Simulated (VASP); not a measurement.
Input of a VASP 6.6.1 run:

Contents of INCAR:

```
PREC = Accurate
ENCUT = 520
EDIFF = 1E-7
ISMEAR = 0
SIGMA = 0.01
LREAL = F
LASPH = T
NELM = 60
ALGO = Fast
ISIF = 2
LWAVE = F
LCHARG = F
GGA = CA
NBANDS = 19
```

Contents of KPOINTS:

```
regular mesh
0
Gamma
  4 4 4
```

POSCAR

```
CsCaH3
1.0
    4.6211860000      0.0000000000      0.0000000000
    0.0000000000      4.6211860000      0.0000000000
    0.0000000000      0.0000000000      4.6211860000
Cs Ca H
1 1 3
Direct
    0.0000000000      0.0000000000      0.0000000000
    0.5000000000      0.5000000000      0.5000000000
    0.5000000000      0.0000000000      0.5000000000
    0.0000000000      0.5000000000      0.5000000000
    0.5000000000      0.5000000000      0.0000000000
```

Potentials or basis: VASP PAW LDA potentials, release 64 (Cs_sv, Ca_sv, H).

Command:

```console
$ cat potpaw_LDA.64/Cs_sv/POTCAR potpaw_LDA.64/Ca_sv/POTCAR potpaw_LDA.64/H/POTCAR > POTCAR
$ mpirun -np 1 vasp_std > vasp.out
```

Q: Estimate the pressure.

A: -2.3 GPa.

Q: What does it give for the band gap on the k mesh?

A: 2.79 eV, direct.

Caveat: spin-orbit coupling is left out, which moves the levels of the heavy elements. A k mesh can miss the band edges.
